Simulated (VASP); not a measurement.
Energy against volume of Cu (fcc). Level of theory: r2SCAN+rVV10, VASP's PBE PAW potentials (set 64) (plane waves; VASP). Numerical set-up: 520 eV cut-off, 17×17×17 Γ-centred mesh, first-order Methfessel-Paxton smearing of 0.10 eV, potentials Cu.

| V (Å³/atom) | E (eV/atom) |
|---|---|
| 10.689 | -10.51257 |
| 11.030 | -10.53083 |
| 11.371 | -10.53606 |
| 11.712 | -10.53060 |

Q: Fit these four points and predict the energy of the run at 12.053 Å³/atom.

A: A cubic in V^(−2/3), the third-order Birch-Murnaghan form, passes through the four points with V0 = 11.36 Å³/atom and B0 = 168 GPa, and gives -10.5164 eV/atom there. The run gave -10.5162 eV/atom, +0.2 meV/atom from the fit; all five points give B0 = 169 GPa.

The compound is Cu in the fcc structure. It was relaxed first.
